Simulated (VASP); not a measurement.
```xyz
2
Lattice="0.0000 2.9540 2.9540 2.9540 0.0000 2.9540 2.9540 2.9540 0.0000" Properties=species:S:1:pos:R:3 pbc="T T T"
Ca     0.0000     0.0000     0.0000
Se     2.9540     2.9540     2.9540
```

These are optB86b-vdW, VASP's PBE PAW potentials (set 64) (plane waves; VASP) values and carry that method's errors. Run with 520 eV cut-off, Gaussian smearing of 0.050 eV, potentials Ca_sv Se.

Question: Give the energies of bands 6 to 11 at the high-symmetry points, in eV from the valence-band maximum.

Answer: 
| band | Γ | X | U | L | W |
|---|---|---|---|---|---|
| 6 | 0.00 | -2.52 | -2.26 | -3.29 | -1.99 |
| 7 | 0.00 | -0.94 | -2.05 | -1.21 | -1.99 |
| 8 | 0.00 | -0.94 | -1.12 | -1.21 | -1.68 |
| 9 | 3.38 | 2.01 | 3.26 | 4.54 | 4.38 |
| 10 | 3.68 | 5.02 | 5.67 | 5.46 | 4.38 |
| 11 | 3.68 | 5.08 | 5.68 | 5.47 | 5.24 |

The gap is indirect, 2.01 eV, from the valence maximum at Γ to the conduction minimum at X.

Measured: gap 3.85 eV (computed value off by -1.84 eV), as given by Abedi et al., (2022), arXiv:2211.14644.

The compound is CaSe in the rock salt structure. It was relaxed first.
